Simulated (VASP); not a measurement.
Input:

```yaml
crystal:
  lattice:
    - [0.00000, 2.72647, 2.72647]
    - [2.72647, 0.00000, 2.72647]
    - [10.97651, 10.97651, -0.07063]
  atoms:
    - { symbol: Zn, position: [0.98596, 0.98596, 0.01053] }
    - { symbol: Zn, position: [0.99983, 0.99983, 0.25012] }
    - { symbol: Zn, position: [0.01272, 0.01272, 0.49046] }
    - { symbol: S, position: [0.24281, 0.24281, 0.06790] }
    - { symbol: S, position: [0.25569, 0.25569, 0.30823] }
    - { symbol: S, position: [0.26884, 0.26884, 0.54837] }
    - { symbol: S, position: [0.22789, 0.22789, 0.82908] }
    - { symbol: Cd, position: [0.00626, 0.00626, 0.74530] }
```

The numbers are results of PBEsol GGA, VASP's PBE PAW potentials (set 64) (plane waves; VASP), not measurements. Numerical set-up: 400 eV cut-off, 8×8×2 Γ-centred mesh, tetrahedra with Blöchl corrections, potentials Zn S Cd.

The cores are frozen, which limits the accuracy of field gradients.

Task: Give the principal components of the electric field gradient (V/Å²) and the asymmetry η at each nucleus.

Result: 
| atom | Vxx | Vyy | Vzz | η |
|---|---|---|---|---|
| Zn1 | 0.6 | 0.6 | -1.2 | 0.01 |
| Zn2 | 3.3 | 3.3 | -6.6 | 0.00 |
| Zn3 | 3.5 | 3.5 | -7.0 | 0.00 |
| S4 | 4.2 | 4.2 | -8.4 | 0.00 |
| S5 | 3.8 | 3.8 | -7.7 | 0.00 |
| S6 | 0.5 | 0.5 | -0.9 | 0.00 |
| S7 | -18.5 | -18.5 | 37.1 | 0.00 |
| Cd8 | 3.5 | 3.5 | -6.9 | 0.00 |

The structure was generated: CdZn3S4 was put into an ordered model structure (R3m), which need not be its known phase. It was relaxed first.
